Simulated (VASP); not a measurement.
A convergence study with VASP on BaTiO3 (cubic perovskite): one setting is varied, all else stays as given below, so the limit is that of these other settings. Each run relaxes cell and ions from the cell shown. The basis is that of the starting cell, so low cut-offs carry a Pulay error.

```yaml
crystal:
  lattice:
    - [4.00000, 0.00000, 0.00000]
    - [0.00000, 4.00000, 0.00000]
    - [0.00000, 0.00000, 4.00000]
  atoms:
    - { symbol: Ba, position: [0.00000, 0.00000, 0.00000] }
    - { symbol: Ti, position: [0.50000, 0.50000, 0.50000] }
    - { symbol: O, position: [0.50000, 0.00000, 0.50000] }
    - { symbol: O, position: [0.00000, 0.50000, 0.50000] }
    - { symbol: O, position: [0.50000, 0.50000, 0.00000] }
```

Computed with PBEsol GGA, VASP's PBE PAW potentials (set 64) (plane waves; VASP 6.6.1). The tightest run used: 800 eV cut-off, 4×4×4 Γ-centred mesh, Gaussian smearing of 0.050 eV, potentials Ba_sv Ti_sv O.

Unless said otherwise, spin-orbit coupling is left out, though it shifts the bands of the heavy elements here. Gaps are read on the run's mesh, which can miss a band edge.

Problem. The settings run are ENCUT = 250; ENCUT = 300; ENCUT = 350; ENCUT = 400; ENCUT = 450; ENCUT = 500; ENCUT = 550; ENCUT = 600; ENCUT = 650; ENCUT = 700; ENCUT = 750; ENCUT = 800. From which on does the relaxed volume stay within 0.05 Å³/atom of the tightest run?

Solution. From ENCUT = 500 on: it is off by 0.007 there and by no more than 0.05 in any finer run, while ENCUT = 450 is off by 0.075.
```
setting      relaxed volume (Å³/atom)  E (eV/atom)  gap on the mesh (eV)  plane waves  difference judged (Å³/atom)
-----------  ------------------------  -----------  --------------------  -----------  ---------------------------
ENCUT = 250                    10.457      -9.2612                 1.894          592                        2.198
ENCUT = 300                    11.325      -8.6608                 1.879          770                        1.330
ENCUT = 350                    11.980      -8.4610                 1.818          968                        0.675
ENCUT = 400                    12.375      -8.4085                 1.745         1189                        0.280
ENCUT = 450                    12.581      -8.3956                 1.718         1406                        0.075
ENCUT = 500                    12.648      -8.3930                 1.707         1647                        0.007
ENCUT = 550                    12.651      -8.3932                 1.706         1924                        0.004
ENCUT = 600                    12.642      -8.3942                 1.708         2176                        0.013
ENCUT = 650                    12.638      -8.3951                 1.709         2469                        0.017
ENCUT = 700                    12.641      -8.3958                 1.709         2730                        0.014
ENCUT = 750                    12.648      -8.3961                 1.709         3016                        0.007
ENCUT = 800                    12.655      -8.3962                 1.708         3328                        0.000
```

Left out are rungs that failed or repeat a setting and relaxations that didn't move; long series are thinned to 24 rows.

The compound is BaTiO3 in the cubic perovskite structure, the ideal cubic form; the compound distorts at low or room temperature.
